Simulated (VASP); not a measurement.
An input for Quantum ESPRESSO's pw.x (written as the equivalent of a VASP run, and not itself run):

```
&CONTROL
  calculation = 'scf'
  pseudo_dir = './pseudo'
  outdir = './out'
  tprnfor = .true.
  tstress = .true.
/
&SYSTEM
  ibrav = 0
  nat = 4
  ntyp = 2
  ecutwfc = 72
  occupations = 'smearing'
  smearing = 'methfessel-paxton'
  degauss = 0.00735
  input_dft = 'pbe'
/
&ELECTRONS
  conv_thr = 7.3e-08
  electron_maxstep = 100
/
ATOMIC_SPECIES
  Y 88.906 Y.upf
  Al 26.982 Al.upf
CELL_PARAMETERS angstrom
     4.2400300    0.0000000    0.0000000
     0.0000000    4.2400300    0.0000000
     0.0000000    0.0000000    4.2400300
ATOMIC_POSITIONS crystal
  Y    0.0000000  0.0000000  0.0000000
  Al   0.0000000  0.5000000  0.5000000
  Al   0.5000000  0.0000000  0.5000000
  Al   0.5000000  0.5000000  0.0000000
K_POINTS automatic
  6 6 6 0 0 0
```

Write the VASP files for the same calculation (PBE).

This is not unique; one that fits is 
POSCAR:
```
YAl3
8.480060
  0.5000000000   0.0000000000   0.0000000000
  0.0000000000   0.5000000000   0.0000000000
  0.0000000000   0.0000000000   0.5000000000
Y Al
1 3
Cart
  0.0000000000   0.0000000000   0.0000000000
  0.0000000000   0.2500000000   0.2500000000
  0.2500000000   0.0000000000   0.2500000000
  0.2500000000   0.2500000000   0.0000000000
```

### KPOINTS
```
Regular mesh
0
G
 6 6 6
0 0 0
```

**INCAR**
```
PREC = Accurate
SIGMA = 0.1
NELM = 100   # most electronic steps
GGA = PE
SYSTEM = YAl3
LASPH = .TRUE.
LMAXMIX = 4   # l cut-off of mixed one-centre charges
LWAVE = .FALSE.
ISMEAR = 1
EDIFF = 1E-6   # SCF stop (eV)
ALGO = Normal   # blocked Davidson
ENCUT = 400   # plane-wave cut-off (eV)
LCHARG = .FALSE.
LREAL = .FALSE.   # projection in real space or not
ISIF = 2
```

POTCAR, in this order: Y_sv Al (PBE.64 set). Program: vasp_std.

Limits of the translation: the potentials are each code's own (VASP's PAW set, PseudoDojo norm-conserving files in pw.x), so ENCUT and ecutwfc are chosen apart and not converted; conv_thr bounds pw.x's estimated SCF error, while EDIFF bounds the energy change between steps.

The structure comes from a computed database's YAl3 entry (Pm-3m); how it stands against other phases isn't given here. The cell was not relaxed at this level.
